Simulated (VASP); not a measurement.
Calculation: r2SCAN meta-GGA, VASP's PBE PAW potentials (set 64) (plane waves; VASP).

VASP input:

File KPOINTS:
```
kpoints
0
Gamma
  4 4 4
0 0 0
```

**INCAR**
```
ISMEAR=0   ! Gaussian
NSW=60   ! most ionic steps
LREAL=.False.   ! projection in real space or not
IBRION=2   ! conjugate gradients
LMAXMIX=4
NELM=100   ! most electronic steps
LCHARG=.False.
EDIFF=1E-6
SYSTEM=MgZn3S4
ALGO=Normal   ! blocked Davidson
LASPH=.True.   ! aspherical one-centre terms
LMIXTAU=.True.
ISIF=3
LWAVE=.False.
METAGGA=R2SCAN
EDIFFG=-0.02
SIGMA=0.05
ENCUT=400   ! plane-wave cut-off (eV)
PREC=Accurate
```

### POSCAR
```
MgZn3S4
1
    5.4351193863    -0.0000000000     0.0000000000
    0.0000000000     5.4351193863     0.0000000000
   -0.0000000000     0.0000000000     5.4351193863
Mg Zn S
1 3 4
Direct
  0.5000000000   0.5000000000   0.5000000000
  0.0000000000   0.0000000000   0.5000000000
  0.5000000000   0.0000000000   0.0000000000
  0.0000000000   0.5000000000   0.0000000000
  0.7566960693   0.7566960693   0.2433039307
  0.7566960693   0.2433039307   0.7566960693
  0.2433039307   0.2433039307   0.2433039307
  0.2433039307   0.7566960693   0.7566960693
```

POTCAR, in this order: Mg Zn S (PBE.64 set). Program: vasp_std.

Output of the run:

### OSZICAR
```
       N       E                     dE             d eps       ncg     rms          rms(c)
DAV:   1     0.384436777973E+03    0.38444E+03   -0.24746E+04   740   0.158E+03
DAV:   2    -0.321994953829E+02   -0.41664E+03   -0.40169E+03   811   0.371E+02
DAV:   3    -0.813787126549E+02   -0.49179E+02   -0.48810E+02   850   0.133E+02
DAV:   4    -0.829058045008E+02   -0.15271E+01   -0.15242E+01   899   0.245E+01
DAV:   5    -0.829302769098E+02   -0.24472E-01   -0.24463E-01   892   0.304E+00    0.135E+01
DAV:   6    -0.745922194316E+02    0.83381E+01   -0.71943E+00   925   0.600E+01    0.126E+01
DAV:   7    -0.706866058034E+02    0.39056E+01   -0.27739E+00   795   0.145E+01    0.641E+00
DAV:   8    -0.731806044018E+02   -0.24940E+01   -0.18227E+00   755   0.702E+00    0.251E+00
DAV:   9    -0.715958019984E+02    0.15848E+01   -0.82417E-01   755   0.584E+00    0.122E+00
DAV:  10    -0.718812868367E+02   -0.28548E+00   -0.28270E-01   745   0.354E+00    0.342E-01
DAV:  11    -0.719350993283E+02   -0.53812E-01   -0.35180E-02   820   0.128E+00    0.269E-01
DAV:  12    -0.719355162097E+02   -0.41688E-03   -0.82211E-03   795   0.608E-01    0.139E-01
DAV:  13    -0.719383230486E+02   -0.28068E-02   -0.23788E-03   810   0.349E-01    0.575E-02
DAV:  14    -0.719391498479E+02   -0.82680E-03   -0.22726E-03   775   0.377E-01    0.346E-02
DAV:  15    -0.719396305903E+02   -0.48074E-03   -0.51578E-04   775   0.170E-01    0.296E-02
DAV:  16    -0.719396245568E+02    0.60335E-05   -0.16423E-04   795   0.105E-01    0.314E-02
DAV:  17    -0.719400605274E+02   -0.43597E-03   -0.75314E-05   790   0.647E-02    0.705E-03
DAV:  18    -0.719401442037E+02   -0.83676E-04   -0.35890E-05   829   0.408E-02    0.272E-03
DAV:  19    -0.719401496380E+02   -0.54343E-05   -0.48164E-06   757   0.148E-02    0.344E-03
DAV:  20    -0.719401495149E+02    0.12304E-06   -0.42241E-07   498   0.456E-03
   1 F= -.71940150E+02 E0= -.71940150E+02  d E =-.719401E+02
       N       E                     dE             d eps       ncg     rms          rms(c)
DAV:   1    -0.719974216148E+02   -0.57272E-01   -0.91819E-01   908   0.137E+01    0.175E+00
DAV:   2    -0.719487009073E+02    0.48721E-01   -0.20176E-01   888   0.808E+00    0.729E-01
DAV:   3    -0.719428130760E+02    0.58878E-02   -0.98089E-03   851   0.684E-01    0.363E-01
DAV:   4    -0.719411094086E+02    0.17037E-02   -0.55944E-03   750   0.441E-01    0.156E-01
DAV:   5    -0.719413781297E+02   -0.26872E-03   -0.26413E-03   745   0.350E-01    0.919E-02
DAV:   6    -0.719419785600E+02   -0.60043E-03   -0.95627E-04   760   0.277E-01    0.524E-02
DAV:   7    -0.719419214107E+02    0.57149E-04   -0.48354E-04   755   0.203E-01    0.229E-02
DAV:   8    -0.719421181831E+02   -0.19677E-03   -0.23751E-04   760   0.140E-01    0.105E-02
DAV:   9    -0.719421675244E+02   -0.49341E-04   -0.15880E-05   845   0.322E-02    0.433E-03
DAV:  10    -0.719421724230E+02   -0.48986E-05   -0.32439E-06   628   0.172E-02    0.116E-03
DAV:  11    -0.719421730021E+02   -0.57908E-06   -0.40183E-07   444   0.580E-03
   2 F= -.71942173E+02 E0= -.71942173E+02  d E =-.202349E-02
       N       E                     dE             d eps       ncg     rms          rms(c)
DAV:   1    -0.719465810668E+02   -0.44086E-02   -0.71484E-02   908   0.376E+00    0.494E-01
DAV:   2    -0.719431014901E+02    0.34796E-02   -0.16281E-02   880   0.244E+00    0.204E-01
DAV:   3    -0.719426220370E+02    0.47945E-03   -0.77822E-04   843   0.164E-01    0.999E-02
DAV:   4    -0.719424574870E+02    0.16455E-03   -0.41655E-04   758   0.121E-01    0.463E-02
DAV:   5    -0.719424318543E+02    0.25633E-04   -0.19200E-04   745   0.948E-02    0.268E-02
DAV:   6    -0.719424759331E+02   -0.44079E-04   -0.76215E-05   750   0.786E-02    0.140E-02
DAV:   7    -0.719424547483E+02    0.21185E-04   -0.40453E-05   750   0.586E-02    0.690E-03
DAV:   8    -0.719424798502E+02   -0.25102E-04   -0.20297E-05   750   0.398E-02    0.326E-03
DAV:   9    -0.719424838080E+02   -0.39578E-05   -0.13223E-06   571   0.934E-03    0.124E-03
DAV:  10    -0.719424835686E+02    0.23941E-06   -0.23411E-07   395   0.395E-03
   3 F= -.71942484E+02 E0= -.71942484E+02  d E =-.233405E-02
       N       E                     dE             d eps       ncg     rms          rms(c)
DAV:   1    -0.719429879283E+02   -0.50412E-03   -0.77802E-03   908   0.125E+00    0.162E-01
DAV:   2    -0.719424823592E+02    0.50557E-03   -0.17527E-03   888   0.785E-01    0.671E-02
DAV:   3    -0.719424405090E+02    0.41850E-04   -0.83027E-05   840   0.565E-02    0.330E-02
DAV:   4    -0.719424355733E+02    0.49357E-05   -0.46037E-05   758   0.399E-02    0.149E-02
DAV:   5    -0.719424463094E+02   -0.10736E-04   -0.21228E-05   750   0.312E-02    0.876E-03
DAV:   6    -0.719424518053E+02   -0.54959E-05   -0.80104E-06   750   0.250E-02    0.464E-03
DAV:   7    -0.719424546055E+02   -0.28003E-05   -0.40989E-06   606   0.186E-02    0.227E-03
DAV:   8    -0.719424546438E+02   -0.38322E-07   -0.20255E-06   558   0.134E-02
   4 F= -.71942455E+02 E0= -.71942455E+02  d E =-.230513E-02
       N       E                     dE             d eps       ncg     rms          rms(c)
DAV:   1    -0.719424680965E+02   -0.13491E-04   -0.23837E-04   903   0.217E-01    0.290E-02
DAV:   2    -0.719424726649E+02   -0.45685E-05   -0.55796E-05   880   0.141E-01    0.121E-02
DAV:   3    -0.719424696765E+02    0.29884E-05   -0.23935E-06   513   0.977E-03    0.600E-03
DAV:   4    -0.719424670400E+02    0.26366E-05   -0.22283E-06   590   0.868E-03    0.234E-03
DAV:   5    -0.719424663233E+02    0.71670E-06   -0.70847E-07   398   0.581E-03
   5 F= -.71942466E+02 E0= -.71942466E+02  d E =-.231681E-02
       N       E                     dE             d eps       ncg     rms          rms(c)
DAV:   1    -0.719427081122E+02   -0.24107E-03   -0.18414E-02   788   0.831E-01    0.111E-01
DAV:   2    -0.719427202058E+02   -0.12094E-04   -0.15328E-03   965   0.432E-01    0.421E-02
DAV:   3    -0.719427127335E+02    0.74723E-05   -0.11113E-04   885   0.676E-02    0.306E-02
DAV:   4    -0.719426848750E+02    0.27858E-04   -0.41685E-05   775   0.352E-02    0.917E-03
DAV:   5    -0.719426859480E+02   -0.10730E-05   -0.71328E-06   690   0.215E-02    0.410E-03
DAV:   6    -0.719426844053E+02    0.15428E-05   -0.13570E-06   530   0.891E-03    0.321E-03
DAV:   7    -0.719426833504E+02    0.10549E-05   -0.13266E-06   494   0.936E-03    0.186E-03
DAV:   8    -0.719426833486E+02    0.17908E-08   -0.26192E-07   390   0.700E-03
   6 F= -.71942683E+02 E0= -.71942683E+02  d E =-.217025E-03
```

File OUTCAR:
```
------------------------ aborting loop because EDIFF is reached ----------------------------------------
  FORCE on cell =-STRESS in cart. coord.  units (eV):
  Direction    XX          YY          ZZ          XY          YZ          ZX
  --------------------------------------------------------------------------------------
  Total       -0.0036398     -0.0036398     -0.0036398      0.0000000     -0.0000000      0.0000000
  in kB       -0.0360461     -0.0360461     -0.0360461      0.0000000     -0.0000000      0.0000000
  external PRESSURE =      -0.0360461 kB  Pullay stress =       0.0000000 kB
  volume of cell :      161.78
      direct lattice vectors                 reciprocal lattice vectors
     5.448929978 -0.000000000 -0.000000000     0.183522270  0.000000000 -0.000000000
    -0.000000000  5.448929978  0.000000000    -0.000000000  0.183522270 -0.000000000
     0.000000000  0.000000000  5.448929978     0.000000000 -0.000000000  0.183522270
 POSITION                                       TOTAL-FORCE (eV/Angst)
 -----------------------------------------------------------------------------------
      2.72446      2.72446      2.72446         0.000000      0.000000     -0.000000
      5.44893      0.00000      2.72446         0.000000      0.000000      0.000000
      2.72446      0.00000     -0.00000         0.000000      0.000000     -0.000000
      5.44893      2.72446     -0.00000         0.000000      0.000000     -0.000000
      4.12033      4.12033      1.32860        -0.009420     -0.009420      0.009420
      4.12033      1.32860      4.12033        -0.009420      0.009420     -0.009420
      1.32860      1.32860      1.32860         0.009420      0.009420      0.009420
      1.32860      4.12033      4.12033         0.009420     -0.009420     -0.009420
 -----------------------------------------------------------------------------------
    total drift:                                0.000000      0.000000     -0.000000
  FREE ENERGIE OF THE ION-ELECTRON SYSTEM (eV)
  ---------------------------------------------------
  free  energy   TOTEN  =       -71.9426833486 eV

  energy  without entropy=      -71.9426833486  energy(sigma->0) =      -71.94268335

 reached required accuracy - stopping structural energy minimisation
```
(Selected blocks of OUTCAR.)

### CONTCAR
```
MgZn3S4
   1.00000000000000
     5.4489299783244567   -0.0000000000000000   -0.0000000000000000
    -0.0000000000000000    5.4489299783244567    0.0000000000000000
     0.0000000000000000    0.0000000000000000    5.4489299783244567
  Mg              Zn              S
     1     3     4
Direct
     0.5000000000000000    0.5000000000000000    0.5000000000000000
     1.0000000000000000    0.0000000000000000    0.5000000000000000
     0.5000000000000000    0.0000000000000000    0.0000000000000000
     1.0000000000000000    0.5000000000000000    0.0000000000000000
     0.7561727822718129    0.7561727822718129    0.2438272177281871
     0.7561727822718129    0.2438272177281871    0.7561727822718129
     0.2438272177281871    0.2438272177281871    0.2438272177281871
     0.2438272177281871    0.7561727822718129    0.7561727822718129
```

The structure comes from a computed database's MgZn3S4 entry (P-43m); how it stands against other phases isn't given here. This run relaxes it. Symmetry was kept, so distortions that lower it aren't found. The start is the result of an earlier pass.
